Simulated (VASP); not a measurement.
A cell of Pt (fcc) near equilibrium:

```yaml
crystal:
  lattice:
    - [0.00000, 1.98298, 1.98298]
    - [1.98298, 0.00000, 1.98298]
    - [1.98298, 1.98298, 0.00000]
  atoms:
    - { symbol: Pt, position: [0.00000, 0.00000, 0.00000] }
```

These are PBE GGA, VASP's PBE PAW potentials (set 64) (plane waves; VASP) values and carry that method's errors.

```tsv
run	ΔE (meV/atom)	σxx	σyy	σzz	largest shear component, with its sign (GPa)	largest force (eV/Å)
as it is	0.0	0.08	0.08	0.08	0.00	0.000
after one change	213.3	42.98	42.98	42.98	0.00	0.000
```
Stress is in GPa, positive when the cell is compressed.

### Question
Which change was made?
A. isotropic strain of -4.0 %
B. biaxial strain of +0.5 % in the xz plane
C. isotropic strain of +4.0 %
D. isotropic strain of -2.0 %

### Answer
A, isotropic strain of -4.0 %

The compound is Pt in the fcc structure.
